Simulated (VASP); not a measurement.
Input of a VASP 6.6.1 run:

INCAR

```
PREC = Accurate ; ENCUT = 600
EDIFF = 1E-6 ; ISMEAR = 0
SIGMA = 0.03 ; LREAL = F
LASPH = T ; NELM = 80
ALGO = Normal ; ISIF = 3
LWAVE = F ; LCHARG = F
METAGGA = R2SCAN ; LMIXTAU = T
IBRION = 2 ; NSW = 90
EDIFFG = -0.01 ; KPAR = 2
```

KPOINTS

```
Automatic mesh
0
Gamma
  9 9 5
```

POSCAR

```
PtS2
1.0
    3.5432000000      0.0000000000      0.0000000000
   -1.7716000000      3.0685012107      0.0000000000
    0.0000000000      0.0000000000      5.0388000000
Pt S
1 2
Direct
    0.0000000000      0.0000000000      0.0000000000
    0.3333333333      0.6666666667      0.2270000000
    0.6666666667      0.3333333333      0.7730000000
```

Potentials or basis: VASP PAW PBE potentials, release 64 (Pt, S).

Run with:

```sh
$ cat potpaw_PBE.64/Pt/POTCAR potpaw_PBE.64/S/POTCAR > POTCAR
$ mpirun -np 2 vasp_std > vasp.out
```

Task: What does it give for the space group after relaxing (to 0.05 Å)?

Result: P-3m1 (No. 164).

Task: Predict the band gap on the k mesh.

Result: 1.41 eV, indirect (least direct gap 1.48 eV).

Task: Estimate the relaxed cell.

Result: a = 3.550 Å, b = 3.550 Å, c = 5.591 Å, α = 90.00°, β = 90.00°, γ = 120.00°.

Task: What does it give for the relaxed volume?

Result: 20.34 Å³/atom.

Forces in eV/Å, atoms in the order of the input:
```
Pt   0.000  0.000  0.000
S    0.000  0.000  0.006
S    0.000  0.000 -0.006
```

Caveat: the PAW data sets were made with another functional, which shifts forces and pressure a little; spin-orbit coupling is left out, which moves the levels of the heavy elements; an odd mesh through Γ misses points on the zone boundary, where band edges often lie; the volume moved by +11 % from the deposited cell, more than functionals usually miss.
